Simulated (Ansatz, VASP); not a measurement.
# Cross-check of ScClO between VASP and Ansatz

Wanted: the spread between two codes on one cell, functional and k mesh. The structure shown is the end of the VASP relaxation below.

Calculated with Ansatz 0.2.0; plane waves, with VASP 6.6.1 beside it; single point at r2SCAN and band structure at r2SCAN.

## 1. Starting point

The cell holds 12 atoms: 4 Cl, 4 Sc and 4 O. Cell: a = 3.571 Å, b = 3.571 Å, c = 28.102 Å, α = 90.0°, β = 90.0°, γ = 90.0°. It derives from ScClO. As first built, before any earlier steps moved the atoms (in the runner's words): kind sheets cut from a layered crystal; sheets 2. Vacuum lies along c.

## 2. VASP: relaxation, r2SCAN

This run makes the geometry at which the two programs are then compared.

Lines of VASP's logs that name or quote its potential files are left out, and so is its time.

INCAR

```
SYSTEM = ScClO
PREC = Normal
ENCUT = 400
EDIFF = 1E-05
NELM = 120
ISMEAR = 0
SIGMA = 0.05
LREAL = .FALSE.
ALGO = Normal
METAGGA = R2SCAN
LASPH = .TRUE.
NBANDS = 60
LORBIT = 11
LWAVE = .FALSE.
LCHARG = .FALSE.
KPAR = 4
IBRION = 2
NSW = 40
ISIF = 2
EDIFFG = -0.03
POTIM = 0.4
MAXMIX = 40
IDIPOL = 3
LDIPOL = .TRUE.
DIPOL = 0.5 0.5 0.5
```

POSCAR

```
ScClO
1.0
    3.5713700000      0.0000000000      0.0000000000
    0.0000000000      3.5713700000      0.0000000000
    0.0000000000      0.0000000000     28.1015024813
Cl Sc O
4 4 4
Direct
    0.5000000000      0.0000000000      0.7331103560
    0.0000000000      0.5000000000      0.5500108050
    0.5000000000      0.0000000000      0.4499891950
    0.0000000000      0.5000000000      0.2668896440
    0.0000000000      0.5000000000      0.6796582130
    0.5000000000      0.0000000000      0.6034629480
    0.0000000000      0.5000000000      0.3965370520
    0.5000000000      0.0000000000      0.3203417870
    0.0000000000      0.0000000000      0.6415605800
    0.5000000000      0.5000000000      0.6415605800
    0.0000000000      0.0000000000      0.3584394200
    0.5000000000      0.5000000000      0.3584394200
```

KPOINTS

```
Automatic mesh
0
Gamma
7 7 1
0 0 0
```

The projector-augmented-wave data sets are Cl, Sc_sv and O (PBE family, release 64).

Started as:

```sh
$ mpirun -np 4 vasp_std
```

Numbers of over 12 decimals in the logs are rounded to 6 here.

Output:

```text
[banner, memory and clock lines left out]
running    4 mpi-ranks, on    1 nodes
 distrk:  each k-point on    1 cores,    4 groups
 distr:  one band on    1 cores,    1 groups

 POSCAR found type information on POSCAR ClScO
 POSCAR found :  3 types and      12 ions
|                                                                             |
|               ----> ADVICE to this user running VASP <----                  |
|                                                                             |
|     You enforced a specific xc type in the INCAR file but a different       |
|     [... a line on the potential file left out ...]
|     I HOPE YOU KNOW WHAT YOU ARE DOING!                                     |
|                                                                             |

 LDA part: xc-table for (None), standard interpolation
 POSCAR, INCAR and KPOINTS ok, starting setup
 FFT: planning ... GRIDC
 FFT: planning ... GRID_SOFT
 FFT: planning ... GRID
 WAVECAR not read
 entering main loop
       N       E                     dE             d eps       ncg     rms          rms(c)
DAV:   1     0.155133766929E+04    0.15513E+04   -0.38335E+04  1376   0.122E+03
DAV:   2     0.182325011977E+03   -0.13690E+04   -0.13364E+04  1384   0.522E+02
DAV:   3    -0.148049989702E+03   -0.33038E+03   -0.31427E+03  2080   0.231E+02
DAV:   4    -0.177285178956E+03   -0.29235E+02   -0.29091E+02  1920   0.893E+01
DAV:   5    -0.178183614554E+03   -0.89844E+00   -0.89506E+00  1920   0.221E+01    0.306E+01
DAV:   6    -0.130870863655E+03    0.47313E+02   -0.68672E+01  1840   0.646E+01    0.105E+01
DAV:   7    -0.131816287956E+03   -0.94542E+00   -0.14824E+01  1952   0.198E+01    0.747E+00
DAV:   8    -0.132096973666E+03   -0.28069E+00   -0.80481E+00  1836   0.157E+01    0.508E+00
DAV:   9    -0.131660063073E+03    0.43691E+00   -0.44046E+00  1848   0.120E+01    0.166E+00
DAV:  10    -0.131647578567E+03    0.12485E-01   -0.28438E-01  1864   0.365E+00    0.600E-01
DAV:  11    -0.131644312621E+03    0.32659E-02   -0.40100E-02  1864   0.128E+00    0.173E-01
DAV:  12    -0.131645777257E+03   -0.14646E-02   -0.29049E-03  1928   0.385E-01    0.871E-02
DAV:  13    -0.131646926437E+03   -0.11492E-02   -0.93846E-04  1896   0.184E-01    0.451E-02
DAV:  14    -0.131647448038E+03   -0.52160E-03   -0.30137E-04  1616   0.980E-02    0.255E-02
DAV:  15    -0.131647959502E+03   -0.51146E-03   -0.14018E-04  1448   0.615E-02    0.259E-02
DAV:  16    -0.131648168725E+03   -0.20922E-03   -0.10941E-04  1536   0.596E-02    0.846E-03
DAV:  17    -0.131648232581E+03   -0.63856E-04   -0.13974E-05   936   0.348E-02    0.126E-02
DAV:  18    -0.131648258053E+03   -0.25472E-04   -0.91187E-06   936   0.397E-02    0.123E-02
DAV:  19    -0.131648279390E+03   -0.21337E-04   -0.11657E-05  1040   0.213E-02    0.484E-03
DAV:  20    -0.131648288019E+03   -0.86295E-05   -0.49757E-06   912   0.200E-02
   1 F= -.13164829E+03 E0= -.13164829E+03  d E =-.131648E+03
[... from here on, the cycles between the ionic steps are left out ...]
   2 F= -.13165610E+03 E0= -.13165610E+03  d E =-.781026E-02
   3 F= -.13165721E+03 E0= -.13165721E+03  d E =-.892538E-02
   4 F= -.13165723E+03 E0= -.13165723E+03  d E =-.893777E-02
   5 F= -.13166037E+03 E0= -.13166037E+03  d E =-.314052E-02
   6 F= -.13166234E+03 E0= -.13166234E+03  d E =-.511776E-02
   7 F= -.13166264E+03 E0= -.13166264E+03  d E =-.294542E-03
   8 F= -.13166297E+03 E0= -.13166297E+03  d E =-.623334E-03
 curvature:  -0.02 expect dE=-0.128E-04 dE for cont linesearch -0.260E-05
 ZBRENT: interpolating
 opt :   0.7615  next Energy=  -131.663078 (dE=-0.735E-03)
 bond charge predicted
       N       E                     dE             d eps       ncg     rms          rms(c)
DAV:   1    -0.131662863810E+03    0.98986E-04   -0.41622E-02  1524   0.147E+00    0.729E-02
DAV:   2    -0.131662913375E+03   -0.49564E-04   -0.25956E-03  1752   0.385E-01    0.369E-02
DAV:   3    -0.131662914957E+03   -0.15822E-05   -0.26029E-04  1832   0.953E-02    0.804E-03
DAV:   4    -0.131662906649E+03    0.83078E-05   -0.56963E-06   896   0.232E-02
   9 F= -.13166291E+03 E0= -.13166291E+03  d E =-.563104E-03
 curvature:  -0.94 expect dE=-0.122E-03 dE for cont linesearch -0.270E-07
 trial: gam=-0.10003 g(F)=  0.131E-03 g(S)=  0.000E+00 ort = 0.137E-04 (trialstep = 0.977E+00)
 search vector abs. value=  0.193E-03
 reached required accuracy - stopping structural energy minimisation
```

OUTCAR, selected parts (step 2):

```text
ion  position               nearest neighbor table
   1  0.500  0.000  0.733-   5 2.94   5 2.94   5 2.94   5 2.94
   2  0.000  0.500  0.550-   6 2.94   6 2.94   6 2.94   6 2.94
   3  0.500  0.000  0.450-   7 2.94   7 2.94   7 2.94   7 2.94
   4  0.000  0.500  0.267-   8 2.94   8 2.94   8 2.94   8 2.94
   5  0.000  0.500  0.680-   9 2.08  10 2.08   9 2.08  10 2.08   1 2.94   1 2.94   1 2.94   1 2.94
                             6 3.31   6 3.31   6 3.31   6 3.31
   6  0.500  0.000  0.603-   9 2.08  10 2.08  10 2.08   9 2.08   2 2.94   2 2.94   2 2.94   2 2.94
                             5 3.31   5 3.31   5 3.31   5 3.31
   7  0.000  0.500  0.397-  11 2.08  12 2.08  11 2.08  12 2.08   3 2.94   3 2.94   3 2.94   3 2.94
                             8 3.31   8 3.31   8 3.31   8 3.31
   8  0.500  0.000  0.320-  11 2.08  12 2.08  12 2.08  11 2.08   4 2.94   4 2.94   4 2.94   4 2.94
                             7 3.31   7 3.31   7 3.31   7 3.31
   9  0.000  0.000  0.642-   6 2.08   6 2.08   5 2.08   5 2.08
  10  0.500  0.500  0.642-   6 2.08   6 2.08   5 2.08   5 2.08
  11  0.000  0.000  0.358-   7 2.08   7 2.08   8 2.08   8 2.08
  12  0.500  0.500  0.358-   7 2.08   7 2.08   8 2.08   8 2.08

  LATTYP: Found a simple tetragonal cell.
 ALAT       =     3.5713700000
 C/A-ratio  =     7.8685497390

 Subroutine GETGRP returns: Found 16 space group operations
 (whereof  8 operations were pure point group operations)

The static configuration has the point symmetry D_2d.
 The point group associated with its full space group is D_4h.

 Found     10 irreducible k-points:

   k-points           NKPTS =     10   k-points in BZ     NKDIM =     10   number of bands    NBANDS=     60

   dimension x,y,z NGX =    18 NGY =   18 NGZ =  140
   dimension x,y,z NGXF=    36 NGYF=   36 NGZF=  280

   ENCUT  =  400.0 eV  29.40 Ry    5.42 a.u.   5.82  5.82 45.83*2*pi/ulx,y,z

   NELECT =      96.0000    total number of electrons

 k-points in reciprocal lattice and weights: Automatic mesh
   0.00000000  0.00000000  0.00000000       0.020
   0.14285714  0.00000000  0.00000000       0.082
   0.28571429  0.00000000  0.00000000       0.082
   0.42857143  0.00000000  0.00000000       0.082
   0.14285714  0.14285714  0.00000000       0.082
   0.28571429  0.14285714  0.00000000       0.163
   0.42857143  0.14285714  0.00000000       0.163
   0.28571429  0.28571429  0.00000000       0.082
   0.42857143  0.28571429  0.00000000       0.163
   0.42857143  0.42857143  0.00000000       0.082

 dipolmoment           0.000000      0.000000     -0.000000 electrons x Angstroem

 average (electrostatic) potential at core
       1 -99.2034       2 -99.2293       3 -99.2293       4 -99.2034       5 -56.1791
       6 -56.1722       7 -56.1722       8 -56.1791       9 -79.4682      10 -79.4682
      11 -79.4682      12 -79.4682

 E-fermi :  -2.4184

 k-point     1 :       0.0000    0.0000    0.0000
  band No.  band energies     occupation
    ...
     44      -2.8492      2.00000
     45      -2.8492      2.00000
     46      -2.8220      2.00000
     47      -2.8035      2.00000
     48      -2.8035      2.00000
     49       1.9364      0.00000
     50       1.9368      0.00000
     51       2.0678      0.00000
     52       2.1185      0.00000
     53       2.2604      0.00000
    ...

 k-point     2 :       0.1429    0.0000    0.0000
  band No.  band energies     occupation
    ...
     44      -3.0803      2.00000
     45      -3.0322      2.00000
     46      -2.9658      2.00000
     47      -2.9108      2.00000
     48      -2.8115      2.00000
     49       2.0700      0.00000
     50       2.0733      0.00000
     51       2.1181      0.00000
     52       2.1616      0.00000
     53       2.4517      0.00000
    ...

 k-point     3 :       0.2857    0.0000    0.0000
  band No.  band energies     occupation
    ...
     44      -3.1864      2.00000
     45      -3.1281      2.00000
     46      -3.1060      2.00000
     47      -3.0561      2.00000
     48      -3.0284      2.00000
     49       2.1255      0.00000
     50       2.1473      0.00000
     51       2.3175      0.00000
     52       2.3299      0.00000
     53       2.5797      0.00000
    ...

  Total       -3.8445692     -3.8445692     -2.5254889      0.0000000      0.0000000     -0.0000000
  in kB      -17.1853758    -17.1853758    -11.2890347      0.0000000      0.0000000     -0.0000000
  external PRESSURE =     -15.2199288 kB  Pullay stress =       0.0000000 kB

  energy-cutoff  :      400.00
  volume of cell :      358.43
      direct lattice vectors                 reciprocal lattice vectors
     3.571370000  0.000000000  0.000000000     0.280004592  0.000000000  0.000000000
     0.000000000  3.571370000  0.000000000     0.000000000  0.280004592  0.000000000
     0.000000000  0.000000000 28.101502481     0.000000000  0.000000000  0.035585286

 POSITION                                       TOTAL-FORCE (eV/Angst)
 -----------------------------------------------------------------------------------
      1.78568      0.00000     20.57259        -0.000000     -0.000000      0.002223
      0.00000      1.78568     15.49364        -0.000000     -0.000000     -0.019589
      1.78568      0.00000     12.60786        -0.000000      0.000000      0.019589
      0.00000      1.78568      7.52891         0.000000      0.000000     -0.002223
      0.00000      1.78568     19.08364        -0.000000     -0.000000     -0.010409
      1.78568      3.57137     16.97261         0.000000     -0.000000     -0.003224
      0.00000      1.78568     11.12889        -0.000000      0.000000      0.003224
      1.78568      3.57137      9.01786        -0.000000     -0.000000      0.010409
      0.00000      3.57137     18.02762        -0.000000      0.000000      0.024362
      1.78568      1.78568     18.02762        -0.000000      0.000000      0.024362
      0.00000      3.57137     10.07388        -0.000000      0.000000     -0.024362
      1.78568      1.78568     10.07388        -0.000000      0.000000     -0.024362
 -----------------------------------------------------------------------------------
    total drift:                                0.000000      0.000000     -0.000000

  FREE ENERGIE OF THE ION-ELECTRON SYSTEM (eV)
  ---------------------------------------------------
  free  energy   TOTEN  =      -131.6629066490 eV

  energy  without entropy=     -131.6629066490  energy(sigma->0) =     -131.66290665

 reached required accuracy - stopping structural energy minimisation

 vacuum level on the upper side and lower side of the slab         5.162         5.162

 total charge
# of ion       s       p       d       tot
------------------------------------------
    1        1.602   3.571   0.000   5.172
    2        1.603   3.571   0.000   5.174
    3        1.603   3.571   0.000   5.174
    4        1.602   3.571   0.000   5.172
    5        2.176   6.181   0.988   9.345
    6        2.176   6.182   0.989   9.347
    7        2.176   6.182   0.989   9.347
    8        2.176   6.181   0.988   9.345
    9        1.598   3.584   0.000   5.181
   10        1.598   3.584   0.000   5.181
   11        1.598   3.584   0.000   5.181
   12        1.598   3.584   0.000   5.181
--------------------------------------------------
tot         21.504  53.344   3.954  78.802

[... 3 further parts left out ...]
```

CONTCAR:

```
ScClO
   1.00000000000000
     3.5713699999999999    0.0000000000000000    0.0000000000000000
     0.0000000000000000    3.5713699999999999    0.0000000000000000
     0.0000000000000000    0.0000000000000000   28.1015024812999989
  Cl              Sc              O
     4     4     4
Direct
     0.5000000000000000    0.0000000000000000    0.7320815206835271
     0.0000000000000000    0.5000000000000000    0.5513455793143878
     0.5000000000000000    0.0000000000000000    0.4486544206856124
     0.0000000000000000    0.5000000000000000    0.2679184793164731
     0.0000000000000000    0.5000000000000000    0.6790968683222093
     0.5000000000000000    1.0000000000000000    0.6039753533403482
     0.0000000000000000    0.5000000000000000    0.3960246466596516
     0.5000000000000000    1.0000000000000000    0.3209031316777907
     0.0000000000000000    1.0000000000000000    0.6415181848434993
     0.5000000000000000    0.5000000000000000    0.6415181848434993
     0.0000000000000000    1.0000000000000000    0.3584818151565008
     0.5000000000000000    0.5000000000000000    0.3584818151565008
```

The run keeps the 16 symmetry operations of its start, so it cannot find a distortion of lower symmetry.

[end of part 1 of 3]

[Lines on the potential files, build, host, timing and source positions are cut from VASP's logs without a mark.]

[Logs are printed without paths, hosts, clocks, repeated set-up lines and the standing remarks that a program may print on its own settings, such as how far it seeks lower states.]

[Hosts, paths, dates, database ids (printed as entryN), source tags and the programs' standing remarks are cut or masked in the printed files.]
